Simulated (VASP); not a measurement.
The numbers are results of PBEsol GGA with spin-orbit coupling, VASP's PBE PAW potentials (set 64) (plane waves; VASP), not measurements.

VASP input:

File POSCAR:
```
Br
1
   -1.8209839159     1.8209839159     1.8209839159
    1.8209839159    -1.8209839159     1.8209839159
    1.8209839159     1.8209839159    -1.8209839159
Br
1
Direct
  0.0000000000   1.0000000000   0.0000000000
```

### INCAR
```
SYSTEM = Br
PREC = Accurate
ENCUT = 400
EDIFF = 1E-6
NELM = 100
ALGO = Normal
LREAL = .FALSE.
LASPH = .TRUE.
ISMEAR = 0
SIGMA = 0.05
GGA = PS
LMAXMIX = 4
LWAVE = .FALSE.
LCHARG = .FALSE.
LSORBIT = .TRUE.
MAGMOM = 0 0 0
GGA_COMPAT = .FALSE.
```

### KPOINTS
```
Automatic mesh
0
Gamma
13 13 13
0 0 0
```

File KPOINTS_OPT:
```
k-points along high-symmetry lines
8
Line-mode
Reciprocal
  0.000000   0.000000   0.000000 ! GAMMA
  0.500000  -0.500000   0.500000 ! H

  0.500000  -0.500000   0.500000 ! H
  0.000000   0.000000   0.500000 ! N

  0.000000   0.000000   0.500000 ! N
  0.000000   0.000000   0.000000 ! GAMMA

  0.000000   0.000000   0.000000 ! GAMMA
  0.250000   0.250000   0.250000 ! P

  0.250000   0.250000   0.250000 ! P
  0.500000  -0.500000   0.500000 ! H

  0.250000   0.250000   0.250000 ! P
  0.000000   0.000000   0.500000 ! N
```

POTCAR, in this order: Br (PBE.64 set). Program: vasp_ncl.

Output

**OUTCAR**
```
 ion  position               nearest neighbor table
   1  0.000  0.000  0.000-
  LATTYP: Found a body centered cubic cell.
 ALAT       =     3.6419678318
 Subroutine PRICEL returns:
 Original cell was already a primitive cell.
 Subroutine GETGRP returns: Found 48 space group operations
The static configuration has the point symmetry O_h .
The dynamic configuration has the point symmetry O_h .
The overall configuration has the point symmetry O_h .
 Subroutine INISYM returns: Found 48 space group operations
 Subroutine IBZKPT returns following result:
 Found     84 irreducible k-points:

 Following reciprocal coordinates:
            Coordinates               Weight
  0.000000  0.000000  0.000000      1.000000
  0.076923  0.000000  0.000000     12.000000
  0.153846  0.000000  0.000000     12.000000
  0.230769  0.000000  0.000000     12.000000
  0.307692  0.000000  0.000000     12.000000
  0.384615  0.000000  0.000000     12.000000
  0.461538  0.000000  0.000000     12.000000
  0.076923  0.076923  0.000000     24.000000
  0.153846  0.076923  0.000000     48.000000
...
```

**OSZICAR**
```
       N       E                     dE             d eps       ncg     rms          rms(c)
DAV:   1     0.267144901659E+02    0.26714E+02   -0.25981E+03  2352   0.697E+02
DAV:   2    -0.210732710632E-01   -0.26736E+02   -0.25526E+02  3348   0.137E+02
DAV:   3    -0.135518407561E+01   -0.13341E+01   -0.13148E+01  3048   0.302E+01
DAV:   4    -0.136172410364E+01   -0.65400E-02   -0.65374E-02  2760   0.266E+00
DAV:   5    -0.136176174824E+01   -0.37645E-04   -0.37644E-04  3006   0.192E-01    0.505E+00
DAV:   6    -0.136180633721E+01   -0.44589E-04   -0.92599E-04  2784   0.274E-01    0.308E+00
DAV:   7    -0.136221410427E+01   -0.40777E-03   -0.13677E-03  2844   0.343E-01    0.596E-01
DAV:   8    -0.136221791686E+01   -0.38126E-05   -0.19716E-05  2796   0.395E-02    0.381E-02
DAV:   9    -0.136220674731E+01    0.11170E-04   -0.42728E-05  2574   0.514E-02    0.844E-03
DAV:  10    -0.136220689472E+01   -0.14741E-06   -0.91252E-07  2522   0.846E-03
   1 F= -.13622069E+01 E0= -.13603839E+01  d E =-.364597E-02  mag=     0.0000    -0.0000    -0.0000
       N       E                     dE             ncg
```

### OUTCAR
```
------------------------ aborting loop because EDIFF is reached ----------------------------------------
  FORCE on cell =-STRESS in cart. coord.  units (eV):
  Direction    XX          YY          ZZ          XY          YZ          ZX
  --------------------------------------------------------------------------------------
  Total        0.0433749      0.0433749      0.0433749     -0.0000000     -0.0000000     -0.0000000
  in kB        2.8772048      2.8772048      2.8772048     -0.0000000     -0.0000000     -0.0000000
  external PRESSURE =       2.8772048 kB  Pullay stress =       0.0000000 kB
  volume of cell :       24.15
      direct lattice vectors                 reciprocal lattice vectors
    -1.820983916  1.820983916  1.820983916     0.000000000  0.274576835  0.274576835
     1.820983916 -1.820983916  1.820983916     0.274576835  0.000000000  0.274576835
     1.820983916  1.820983916 -1.820983916     0.274576835  0.274576835  0.000000000
 POSITION                                       TOTAL-FORCE (eV/Angst)
 -----------------------------------------------------------------------------------
      0.00000      0.00000      0.00000         0.000000     -0.000000     -0.000000
 -----------------------------------------------------------------------------------
    total drift:                               -0.000000      0.000000     -0.000000
  FREE ENERGIE OF THE ION-ELECTRON SYSTEM (eV)
  ---------------------------------------------------
  free  energy   TOTEN  =        -1.3622068947 eV

  energy  without entropy=       -1.3585609260  energy(sigma->0) =       -1.36038391

 Ion:    1  E_soc:     -0.1107068
```
(Selected blocks of OUTCAR.)

The structure was generated: Br was put into the bcc type (Im-3m), which need not be its known phase. It was relaxed first, which changed the volume by -9 %.
